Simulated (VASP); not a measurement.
Method: LDA (Ceperley-Alder, Perdew-Zunger), VASP's LDA PAW potentials (set 64) (plane waves; VASP).

VASP input:

**KPOINTS**
```
Automatic mesh
0
Gamma
7 7 4
0 0 0
```

### INCAR
```
SYSTEM = MgI2
PREC = Accurate
ENCUT = 500
EDIFF = 1E-6
NELM = 100
ALGO = Normal
LREAL = .FALSE.
LASPH = .TRUE.
ISMEAR = 0
SIGMA = 0.05
LMAXMIX = 4
LWAVE = .FALSE.
LCHARG = .FALSE.
IBRION = 2
ISIF = 3
NSW = 40
EDIFFG = -0.02
PSTRESS = 300
```

File POSCAR:
```
MgI2
1
    1.7661362541    -3.0590323736     0.0000000000
    1.7661362541     3.0590323736    -0.0000000000
    0.0000000000    -0.0000000000     5.8134549001
Mg I
1 2
Direct
  1.0000000000   0.0000000000   0.0000000000
  0.3333330000   0.6666670000   0.2812519416
  0.6666670000   0.3333330000   0.7187480584
```

POTCAR, in this order: Mg I (LDA.64 set). Program: vasp_std.

What VASP printed:

**OSZICAR**
```
       N       E                     dE             d eps       ncg     rms          rms(c)
DAV:   1     0.799807430320E+02    0.79981E+02   -0.64071E+03   672   0.108E+03
DAV:   2    -0.245156817517E+01   -0.82432E+02   -0.76746E+02   976   0.165E+02
DAV:   3    -0.720214434715E+01   -0.47506E+01   -0.47318E+01   860   0.474E+01
DAV:   4    -0.726618120513E+01   -0.64037E-01   -0.63996E-01   800   0.679E+00
DAV:   5    -0.726740639113E+01   -0.12252E-02   -0.12251E-02   840   0.941E-01    0.983E+00
DAV:   6    -0.713630071616E+01    0.13111E+00   -0.13590E-01   752   0.250E+00    0.564E+00
DAV:   7    -0.710122707239E+01    0.35074E-01   -0.14240E-01   772   0.238E+00    0.950E-01
DAV:   8    -0.709998016248E+01    0.12469E-02   -0.97386E-03   768   0.764E-01    0.278E-01
DAV:   9    -0.709974105904E+01    0.23910E-03   -0.10154E-03   800   0.219E-01    0.959E-02
DAV:  10    -0.709968676976E+01    0.54289E-04   -0.39843E-04   764   0.129E-01    0.414E-02
DAV:  11    -0.709968301093E+01    0.37588E-05   -0.27790E-05   800   0.405E-02    0.200E-02
DAV:  12    -0.709968295742E+01    0.53505E-07   -0.38878E-06   788   0.122E-02
   1 F= 0.46623734E+01 E0= 0.46623734E+01  d E =0.466237E+01
```

### OUTCAR
```
------------------------ aborting loop because EDIFF is reached ----------------------------------------
  FORCE on cell =-STRESS in cart. coord.  units (eV):
  Direction    XX          YY          ZZ          XY          YZ          ZX
  --------------------------------------------------------------------------------------
  Total       11.7666554     11.7666142     11.7561286      0.0000000     -0.0000000      0.0000000
  in kB      300.1173031    300.1162531    299.8488105      0.0000000     -0.0000000      0.0000000
  external PRESSURE =       0.0274556 kB  Pullay stress =     300.0000000 kB
  volume of cell :       62.82
      direct lattice vectors                 reciprocal lattice vectors
     1.766136254 -3.059032374  0.000000000     0.283103865 -0.163450379  0.000000000
     1.766136254  3.059032374  0.000000000     0.283103865  0.163450379  0.000000000
     0.000000000  0.000000000  5.813454900     0.000000000  0.000000000  0.172014752
 POSITION                                       TOTAL-FORCE (eV/Angst)
 -----------------------------------------------------------------------------------
      0.00000      0.00000      0.00000        -0.000000     -0.000000      0.000000
      1.76614      1.01968      1.63505        -0.000000     -0.000000      0.009570
      1.76614     -1.01968      4.17841         0.000000      0.000000     -0.009570
 -----------------------------------------------------------------------------------
    total drift:                               -0.000000     -0.000000      0.000000
  FREE ENERGIE OF THE ION-ELECTRON SYSTEM (eV)
  ---------------------------------------------------
  free  energy   TOTEN  =        -7.0996829574 eV

  energy  without entropy=       -7.0996829574  energy(sigma->0) =       -7.09968296
  enthalpy is  TOTEN    =         4.6623733540 eV   P V=       11.7620563114

 reached required accuracy - stopping structural energy minimisation
```
(Selected blocks of OUTCAR.)

The compound is MgI2 in the 1T layered structure. It was relaxed first under an external pressure of 30 GPa.
